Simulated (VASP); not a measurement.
Output of a VASP run:

File OSZICAR:
```
       N       E                     dE             d eps       ncg     rms          rms(c)
DAV:   1     0.307819137576E+03    0.30782E+03   -0.14468E+04  4348   0.137E+03
DAV:   2     0.107924388939E+02   -0.29703E+03   -0.29194E+03  4452   0.419E+02
DAV:   3    -0.257820724506E+02   -0.36575E+02   -0.35876E+02  7683   0.127E+02
DAV:   4    -0.291964788205E+02   -0.34144E+01   -0.33926E+01  6288   0.340E+01
DAV:   5    -0.294755524922E+02   -0.27907E+00   -0.27899E+00  6254   0.782E+00    0.135E+01
DAV:   6    -0.262319093464E+02    0.32436E+01   -0.61348E+01  5557   0.500E+01    0.858E+00
DAV:   7    -0.251156145642E+02    0.11163E+01   -0.17285E+01  5550   0.262E+01    0.337E+00
DAV:   8    -0.250543458140E+02    0.61269E-01   -0.18220E+00  6061   0.829E+00    0.140E+00
DAV:   9    -0.250240639381E+02    0.30282E-01   -0.23513E-01  5735   0.354E+00    0.442E-01
DAV:  10    -0.250259752654E+02   -0.19113E-02   -0.23868E-02  6057   0.109E+00    0.231E-01
DAV:  11    -0.250253659152E+02    0.60935E-03   -0.45962E-03  5878   0.443E-01    0.349E-02
DAV:  12    -0.250253808551E+02   -0.14940E-04   -0.14745E-04  6863   0.769E-02    0.134E-02
DAV:  13    -0.250253762425E+02    0.46126E-05   -0.31172E-05  5115   0.319E-02    0.704E-03
DAV:  14    -0.250253763459E+02   -0.10339E-06   -0.16295E-06  3903   0.114E-02
   1 F= -.25025376E+02 E0= -.25024530E+02  d E =-.253769E-02
```

**OUTCAR**
```
------------------------ aborting loop because EDIFF is reached ----------------------------------------
  FORCE on cell =-STRESS in cart. coord.  units (eV):
  Direction    XX          YY          ZZ          XY          YZ          ZX
  --------------------------------------------------------------------------------------
  Total       -5.5639450     -5.5639450     -4.7465914      0.0000000      0.0000000      0.0000000
  in kB      -91.6938034    -91.6938034    -78.2238166      0.0000000      0.0000000      0.0000000
  external PRESSURE =     -87.2038078 kB  Pullay stress =       0.0000000 kB
  volume of cell :       97.22
      direct lattice vectors                 reciprocal lattice vectors
    -1.929108000  1.929108000  6.531010000     0.000000000  0.259187148  0.076557837
     1.929108000 -1.929108000  6.531010000     0.259187148  0.000000000  0.076557837
     1.929108000  1.929108000 -6.531010000     0.259187148  0.259187148  0.000000000
 POSITION                                       TOTAL-FORCE (eV/Angst)
 -----------------------------------------------------------------------------------
      0.00000      0.00000      9.79651         0.000000      0.000000      0.070788
      0.00000      1.92911      0.00000         0.000000      0.000000      0.070788
      0.00000      0.00000      2.16830        -0.000000     -0.000000     -0.070788
      0.00000      1.92911      5.43380        -0.000000     -0.000000     -0.070788
 -----------------------------------------------------------------------------------
    total drift:                               -0.000000     -0.000000     -0.000688
  FREE ENERGIE OF THE ION-ELECTRON SYSTEM (eV)
  ---------------------------------------------------
  free  energy   TOTEN  =       -25.0253763459 eV

  energy  without entropy=      -25.0228386519  energy(sigma->0) =      -25.02453045
```
(Selected blocks of OUTCAR.)

File POSCAR:
```
TiSb
1
   -1.9291080000     1.9291080000     6.5310100000
    1.9291080000    -1.9291080000     6.5310100000
    1.9291080000     1.9291080000    -6.5310100000
Ti Sb
2 2
Direct
  0.7500000000   0.7500000000   0.0000000000
  0.5000000000   0.0000000000   0.5000000000
  0.1660000000   0.1660000000   0.0000000000
  0.9160000000   0.4160000000   0.5000000000
```

Reconstruct the remaining input files.

Several could match; the one computed here: the input of the run itself, PBE GGA, plane waves, VASP's PBE PAW potentials (set 64).

KPOINTS:
```
Automatic mesh
0
Gamma
10 10 10
0 0 0
```

**INCAR**
```
# general
SYSTEM   =  TiSb
PREC     =  Accurate
ENCUT    =  400
LREAL    =  F
LASPH    =  T

# electronic loop
EDIFF    =  1E-6
NELM     =  100
ALGO     =  Normal
LMAXMIX  =  4

# smearing
ISMEAR   =  1
SIGMA    =  0.1

# functional
GGA      =  PE

# ions
ISIF     =  2

# output
LWAVE    =  F
LCHARG   =  F
```

POTCAR, in this order: Ti_sv Sb (PBE.64 set). Program: vasp_std.

The structure was generated: TiSb was put into the NbAs type (I4_1md), which need not be its known phase. The cell was not relaxed at this level.
